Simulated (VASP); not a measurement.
These are PW91 GGA, VASP's PBE PAW potentials (set 64) (plane waves; VASP) values and carry that method's errors.

VASP input:

INCAR:
```
! general
SYSTEM   =  Pd
PREC     =  Accurate
ENCUT    =  520   ! plane-wave cut-off (eV)
LREAL    =  .False.   ! projection in real space or not
LASPH    =  .True.

! electronic loop
EDIFF    =  1E-7
NELM     =  100   ! most electronic steps
ALGO     =  Normal   ! blocked Davidson
LMAXMIX  =  4   ! l cut-off of mixed one-centre charges

! smearing
ISMEAR   =  1
SIGMA    =  0.1   ! width (eV)

! functional
GGA      =  91

! ions
ISIF     =  2   ! forces and stress, cell fixed

! output
LWAVE    =  .False.
LCHARG   =  .False.
```

File KPOINTS:
```
kpoints
0
G
  16 16 16
0 0 0
```

**POSCAR**
```
Pd
1
    0.0000000000     1.9535887589     1.9535887589
    1.9535887589     0.0000000000     1.9535887589
    1.9535887589     1.9535887589     0.0000000000
Pd
1
Direct
  0.0000000000   0.0000000000   0.0000000000
```

POTCAR, in this order: Pd (PBE.64 set). Program: vasp_std.

What VASP printed:

**OSZICAR**
```
       N       E                     dE             d eps       ncg     rms          rms(c)
DAV:   1     0.404134309940E+02    0.40413E+02   -0.53173E+03  2618   0.104E+03
DAV:   2    -0.516662521909E+01   -0.45580E+02   -0.44539E+02  2822   0.197E+02
DAV:   3    -0.552705617599E+01   -0.36043E+00   -0.35868E+00  3016   0.210E+01
DAV:   4    -0.552894519122E+01   -0.18890E-02   -0.18887E-02  3097   0.142E+00
DAV:   5    -0.552896735228E+01   -0.22161E-04   -0.22161E-04  3057   0.131E-01    0.760E+00
DAV:   6    -0.525541260652E+01    0.27355E+00   -0.12932E+00  2661   0.107E+01    0.361E+00
DAV:   7    -0.524491319413E+01    0.10499E-01   -0.76270E-03  2929   0.817E-01    0.191E+00
DAV:   8    -0.524103713451E+01    0.38761E-02   -0.10770E-03  2783   0.264E-01    0.502E-02
DAV:   9    -0.524103951978E+01   -0.23853E-05   -0.74172E-06  3649   0.300E-02    0.106E-02
DAV:  10    -0.524104298664E+01   -0.34669E-05   -0.12999E-06  2954   0.118E-02    0.225E-03
DAV:  11    -0.524104283802E+01    0.14863E-06   -0.24347E-08  1952   0.144E-03    0.458E-04
DAV:  12    -0.524104279085E+01    0.47165E-07   -0.32997E-09  1378   0.614E-04
   1 F= -.52410428E+01 E0= -.52409859E+01  d E =-.170716E-03
```

File OUTCAR:
```
------------------------ aborting loop because EDIFF is reached ----------------------------------------
  FORCE on cell =-STRESS in cart. coord.  units (eV):
  Direction    XX          YY          ZZ          XY          YZ          ZX
  --------------------------------------------------------------------------------------
  Total        0.5030050      0.5030050      0.5030050      0.0000000      0.0000000      0.0000000
  in kB       54.0447411     54.0447411     54.0447411      0.0000000      0.0000000      0.0000000
  external PRESSURE =      54.0447411 kB  Pullay stress =       0.0000000 kB
  volume of cell :       14.91
      direct lattice vectors                 reciprocal lattice vectors
     0.000000000  1.953588759  1.953588759    -0.255939229  0.255939229  0.255939229
     1.953588759  0.000000000  1.953588759     0.255939229 -0.255939229  0.255939229
     1.953588759  1.953588759  0.000000000     0.255939229  0.255939229 -0.255939229
 POSITION                                       TOTAL-FORCE (eV/Angst)
 -----------------------------------------------------------------------------------
      0.00000      0.00000      0.00000         0.000000      0.000000      0.000000
 -----------------------------------------------------------------------------------
    total drift:                               -0.000000     -0.000000      0.000000
  FREE ENERGIE OF THE ION-ELECTRON SYSTEM (eV)
  ---------------------------------------------------
  free  energy   TOTEN  =        -5.2410427909 eV

  energy  without entropy=       -5.2408720745  energy(sigma->0) =       -5.24098589
```
(Selected blocks of OUTCAR.)

**OUTCAR**
```
 val. band max:        9.5831895566   @ k =   0.5000   0.1250   0.0000

 cond. band min:       9.5942881876   @ k =   0.5000   0.3750   0.0625


 Fermi energy:         9.5890994425

 k-point     1 :       0.0000    0.0000    0.0000
  band No.  band energies     occupation
      1       2.5480      2.00000
      2       6.7851      2.00000
      3       6.7851      2.00000
      4       6.7851      2.00000
      5       8.3708      2.00000
      6       8.3708      2.00000
      7      26.8047      0.00000
      8      31.4841      0.00000
      9      31.4841      0.00000

 k-point     2 :       0.0625    0.0000    0.0000
  band No.  band energies     occupation
      1       2.6887      2.00000
      2       6.7359      2.00000
      3       6.8338      2.00000
      4       6.8338      2.00000
      5       8.3477      2.00000
      6       8.3477      2.00000
      7      26.9509      0.00000
      8      30.5629      0.00000
      9      31.6436      0.00000

 k-point     3 :       0.1250    0.0000    0.0000
  band No.  band energies     occupation
      1       3.0905      2.00000
      2       6.6210      2.00000
      3       6.9551      2.00000
      4       6.9551      2.00000
      5       8.3059      2.00000
      6       8.3059      2.00000
      7      27.2132      0.00000
      8      28.8206      0.00000
      9      32.0876      0.00000

 k-point     4 :       0.1875    0.0000    0.0000
  band No.  band energies     occupation
      1       3.6707      2.00000
      2       6.5515      2.00000
      3       7.0679      2.00000
      4       7.0679      2.00000
      5       8.3316      2.00000
      6       8.3316      2.00000
      7      26.2134      0.00000
      8      28.0274      0.00000
      9      32.6903      0.00000

 k-point     5 :       0.2500    0.0000    0.0000
  band No.  band energies     occupation
      1       4.2148      2.00000
      2       6.7689      2.00000
      3       7.0736      2.00000
...
```

The compound is Pd in the fcc structure. This cell is one point of a volume scan, at 0.97 of the reference volume.
